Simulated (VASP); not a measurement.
All values below come from MS2 meta-GGA, VASP's PBE PAW potentials (set 64) (plane waves; VASP).

A VASP calculation is set up with these files.

KPOINTS:
```
Automatic mesh
0
Gamma
18 18 18
0 0 0
```

INCAR:
```
SYSTEM = Ni
PREC = Accurate
ENCUT = 520
EDIFF = 1E-7
NELM = 100
ALGO = Normal
LREAL = .FALSE.
LASPH = .TRUE.
ISMEAR = 1
SIGMA = 0.1
METAGGA = MS2
LMIXTAU = .TRUE.
LMAXMIX = 4
ISPIN = 2
MAGMOM = 0.8
LORBIT = 10
LWAVE = .FALSE.
LCHARG = .FALSE.
ISIF = 2
```

**POSCAR**
```
Ni
1
    0.0000000000     1.7134020573     1.7134020573
    1.7134020573     0.0000000000     1.7134020573
    1.7134020573     1.7134020573     0.0000000000
Ni
1
Direct
  0.0000000000   0.0000000000   0.0000000000
```

POTCAR, in this order: Ni (PBE.64 set). Program: vasp_std.

The resulting files:

OSZICAR:
```
       N       E                     dE             d eps       ncg     rms          rms(c)
DAV:   1     0.177225242124E+02    0.17723E+02   -0.48275E+03  7172   0.144E+03
DAV:   2    -0.115348404259E+02   -0.29257E+02   -0.28085E+02  7119   0.168E+02
DAV:   3    -0.119714683136E+02   -0.43663E+00   -0.43582E+00  8061   0.279E+01
DAV:   4    -0.119756039776E+02   -0.41357E-02   -0.41352E-02  7858   0.241E+00
DAV:   5    -0.119757145900E+02   -0.11061E-03   -0.11061E-03  7948   0.339E-01    0.146E+01
DAV:   6    -0.971106092705E+01    0.22647E+01   -0.54352E+01  7370   0.128E+02    0.124E+01
DAV:   7    -0.775791628635E+01    0.19531E+01   -0.14259E+01  7400   0.599E+01    0.207E+00
DAV:   8    -0.779872160547E+01   -0.40805E-01   -0.12881E-01  7455   0.670E+00    0.170E+00
DAV:   9    -0.778362323636E+01    0.15098E-01   -0.43626E-02  7962   0.345E+00    0.883E-01
DAV:  10    -0.778636999263E+01   -0.27468E-02   -0.15469E-01  7832   0.650E+00    0.566E-01
DAV:  11    -0.778315131676E+01    0.32187E-02   -0.92781E-03  7512   0.174E+00    0.251E-01
DAV:  12    -0.778243150468E+01    0.71981E-03   -0.64197E-03  7491   0.136E+00    0.488E-02
DAV:  13    -0.778242158314E+01    0.99215E-05   -0.18108E-04  7806   0.240E-01    0.302E-02
DAV:  14    -0.778236930687E+01    0.52276E-04   -0.19020E-05  7978   0.734E-02    0.124E-02
DAV:  15    -0.778235013557E+01    0.19171E-04   -0.58466E-06  7235   0.457E-02    0.685E-03
DAV:  16    -0.778234378806E+01    0.63475E-05   -0.58640E-07  7143   0.152E-02    0.434E-03
DAV:  17    -0.778234147708E+01    0.23110E-05   -0.12775E-07  3834   0.422E-03    0.120E-03
DAV:  18    -0.778233982300E+01    0.16541E-05   -0.10719E-08  3621   0.190E-03    0.141E-04
DAV:  19    -0.778233992318E+01   -0.10018E-06   -0.12495E-09  3605   0.511E-04    0.126E-04
DAV:  20    -0.778233990894E+01    0.14242E-07   -0.18385E-10  3601   0.177E-04
   1 F= -.77823399E+01 E0= -.77824243E+01  d E =0.253226E-03  mag=     0.7553
```

File OUTCAR:
```
------------------------ aborting loop because EDIFF is reached ----------------------------------------
  FORCE on cell =-STRESS in cart. coord.  units (eV):
  Direction    XX          YY          ZZ          XY          YZ          ZX
  --------------------------------------------------------------------------------------
  Total        0.4476151      0.4476151      0.4476151      0.0000000     -0.0000000      0.0000000
  in kB       71.2865245     71.2865245     71.2865245      0.0000000     -0.0000000      0.0000000
  external PRESSURE =      71.2865245 kB  Pullay stress =       0.0000000 kB
  volume of cell :       10.06
      direct lattice vectors                 reciprocal lattice vectors
     0.000000000  1.713402057  1.713402057    -0.291817089  0.291817089  0.291817089
     1.713402057  0.000000000  1.713402057     0.291817089 -0.291817089  0.291817089
     1.713402057  1.713402057  0.000000000     0.291817089  0.291817089 -0.291817089
 POSITION                                       TOTAL-FORCE (eV/Angst)
 -----------------------------------------------------------------------------------
      0.00000      0.00000      0.00000         0.000000     -0.000000     -0.000000
 -----------------------------------------------------------------------------------
    total drift:                                0.000000     -0.000000      0.000000
  FREE ENERGIE OF THE ION-ELECTRON SYSTEM (eV)
  ---------------------------------------------------
  free  energy   TOTEN  =        -7.7823399089 eV

  energy  without entropy=       -7.7825931350  energy(sigma->0) =       -7.78242432

 total charge

# of ion       s       p       d       tot
------------------------------------------
    1        0.573   0.618   8.341   9.532

 magnetization (x)

# of ion       s       p       d       tot
------------------------------------------
    1       -0.005  -0.032   0.811   0.774
```
(Selected blocks of OUTCAR.)

The compound is Ni in the fcc structure. This cell is one point of a volume scan, at 0.97 of the reference volume.
